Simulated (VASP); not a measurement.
The system is SiGe3.

```
Si Ge
1.0
     5.60015    0.00000    0.00000
     0.00000   -5.60015    0.00000
     0.00000    0.00000   -5.60015
Si Ge
2 6
Direct
  0.00000 0.50000 0.50000
  0.25000 0.25000 0.25000
  0.50000 0.00000 0.50000
  0.50000 0.50000 0.00000
  0.00000 0.00000 0.00000
  0.75000 0.75000 0.25000
  0.75000 0.25000 0.75000
  0.25000 0.75000 0.75000
```

The cell was built by a generator and needn't be a form met in nature.

* Program: VASP 6.6.1
* Task: relaxation of cell and atoms
* Functional: PBEsol
* Potentials or basis: VASP PAW PBE potentials, release 64 (Si, Ge_d)
* Cutoff: 600 eV
* k mesh: 6 × 6 × 6
* Occupations: gaussian, width 0.03 eV
* Spin: no spin polarisation

At the start: pressure 0.3 GPa; volume 21.95 Å³/atom.

**Question.** Where does the relaxation end?

**Answer.** Over 9 steps the energy falls by 5.6 meV/atom and the volume is 22.02 Å³/atom (+0.3 %); space group R-3m (No. 166, to 0.05 Å).

Step by step:
```tsv
step	energy change (eV)	largest force (eV/Å)	pressure (GPa)	volume (Å³)
1	0.0000	0.4159	0.28	175.63
2	-0.0410	0.1292	-0.06	176.59
3	-0.0440	0.0230	-0.33	176.99
4	-0.0441	0.0366	-0.27	176.94
5	-0.0450	0.0255	0.06	175.95
6	-0.0451	0.0144	0.01	176.12
7	-0.0451	0.0109	-0.03	176.20
8	-0.0451	0.0121	0.01	176.17
9	-0.0451	0.0054	-0.06	176.20
```

Final structure:
```xyz
8
Lattice="5.6062 -0.0004 -0.0004 0.0004 -5.6062 0.0004 0.0004 0.0004 -5.6062" Properties=species:S:1:pos:R:3 pbc="T T T"
Si    0.0152   -2.7880   -2.7880
Si    1.3868   -1.4164   -1.4164
Ge    2.7869   -0.0163   -2.7873
Ge    2.7869   -2.7873   -0.0163
Ge    0.0159   -0.0163   -0.0163
Ge    4.2213   -4.1885   -1.4175
Ge    4.2213   -1.4175   -4.1885
Ge    1.3861   -4.1881   -4.1881
```

Caveat: the PAW data sets were made with another functional, which shifts forces and pressure a little.
